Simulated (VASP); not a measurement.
```
AuCs
1.0
    4.17101     0.00000     0.00000
    0.00000     4.17101     0.00000
    0.00000     0.00000     4.17101
Cs Au
1 1
Direct
  0.00000   0.00000   0.00000
  0.50000   0.50000   0.50000
```

Calculation: PBEsol GGA with spin-orbit coupling, VASP's PBE PAW potentials (set 64) (plane waves; VASP). Settings: 400 eV cut-off, 6×6×6 Γ-centred mesh, Gaussian smearing of 0.050 eV, potentials Cs_sv Au.

Q: Give the energies of bands 13 to 26 at the high-symmetry points, in eV from the valence-band maximum.

A: 
| band | Γ | X | M | R |
|---|---|---|---|---|
| 13 | -3.28 | -1.89 | -2.34 | -1.71 |
| 14 | -3.28 | -1.89 | -2.34 | -1.71 |
| 15 | -1.99 | -1.78 | -1.98 | -1.47 |
| 16 | -1.99 | -1.78 | -1.98 | -1.47 |
| 17 | -1.99 | -1.63 | -1.61 | -1.47 |
| 18 | -1.99 | -1.63 | -1.61 | -1.47 |
| 19 | -1.69 | -0.81 | -1.15 | 0.00 |
| 20 | -1.69 | -0.81 | -1.15 | 0.00 |
| 21 | 3.97 | 0.74 | 3.38 | 0.95 |
| 22 | 3.97 | 0.74 | 3.38 | 0.95 |
| 23 | 3.97 | 3.88 | 3.69 | 1.48 |
| 24 | 3.97 | 3.88 | 3.69 | 1.48 |
| 25 | 5.75 | 4.20 | 4.49 | 1.48 |
| 26 | 5.75 | 4.20 | 4.49 | 1.48 |

The gap is indirect, 0.74 eV, from the valence maximum at R to the conduction minimum at X.

The structure comes from a computed database's CsAu entry (Pm-3m); how it stands against other phases isn't given here. It was relaxed first, which changed the volume by -8 %.
